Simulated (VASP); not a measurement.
InBi (relaxed from the zinc blende structure, space group F-43m) is relaxed at rising pressure, each step from the one before. Symmetry mostly holds the structure type, and other phases were not tried. The mesh follows the cell, and a change of mesh leaves a small step in the series.

Consider the following.

```
BiIn
1.0
    0.00000     3.35963     3.35963
    3.35963     0.00000     3.35963
    3.35963     3.35963     0.00000
In Bi
1 1
Direct
  0.00000   0.00000   0.00000
  0.25000   0.25000   0.25000
```

All values below come from PBEsol GGA, VASP's PBE PAW potentials (set 64) (plane waves; VASP 6.6.1). Numerical set-up: 500 eV cut-off, 9×9×9 Γ-centred mesh, first-order Methfessel-Paxton smearing of 0.10 eV, potentials In_d Bi_d.

Unless said otherwise, spin-orbit coupling is left out, though it shifts the bands of the heavy elements here.

```csv
P (GPa),V (Å³/atom),H − H(0) (eV/atom),space group,gap on the mesh (eV),k-mesh
0,37.92,0.000,F-43m,0.00,9×9×9
5,[?],[?],F-43m,0.00,10×10×10
10,31.67,2.140,F-43m,0.00,10×10×10
20,28.57,4.013,F-43m,0.00,10×10×10
30,[?],[?],F-43m,0.00,11×11×11
45,24.46,8.114,F-43m,0.00,11×11×11
```

### Question
Complete the blanks.

### Answer

- 30, V (Å³/atom): 26.55
- 30, H − H(0) (eV/atom): 5.730
- 5, V (Å³/atom): 34.05
- 5, H − H(0) (eV/atom): 1.117

Pressures at which the relaxation failed are left out.

The structure was generated: InBi was put into the zinc blende type (F-43m), which need not be its known phase.
